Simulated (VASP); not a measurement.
Given:

```
CELL_PARAMETERS angstrom
      3.42231     0.00000     0.00000
     -1.71116     2.96381     0.00000
      0.00000     0.00000    13.02413
ATOMIC_POSITIONS crystal
  Ta 0.33333 0.66667 0.25000
  Ta 0.66667 0.33333 0.75000
  Se 0.33333 0.66667 0.87817
  Se 0.66667 0.33333 0.12183
  Se 0.66667 0.33333 0.37817
  Se 0.33333 0.66667 0.62183
```

Computed with PBEsol GGA with spin-orbit coupling, VASP's PBE PAW potentials (set 64) (plane waves; VASP 6.6.1). Run with 400 eV cut-off, 9×9×3 Γ-centred mesh, Gaussian smearing of 0.050 eV, potentials Ta_pv Se.

Without a dispersion term in the relaxation, distances and binding between the weakly bound layers, chains or molecules are unreliable, and so is what depends on them.

Question: Predict the energy per atom (σ→0), band gap (over mesh and band path) with the smallest direct gap where there is one.

Answer: 
The band gap (over mesh and band path) is none (metal, semimetal or under 0.01 eV). The energy per atom (σ→0) comes out as -7.830 eV/atom.

The absolute energy has meaning only against runs of the same code, potentials and settings.

The structure comes from a computed database's TaSe2 entry (P6_3/mmc); how it stands against other phases isn't given here. It was relaxed first, which changed the volume by -6 %.
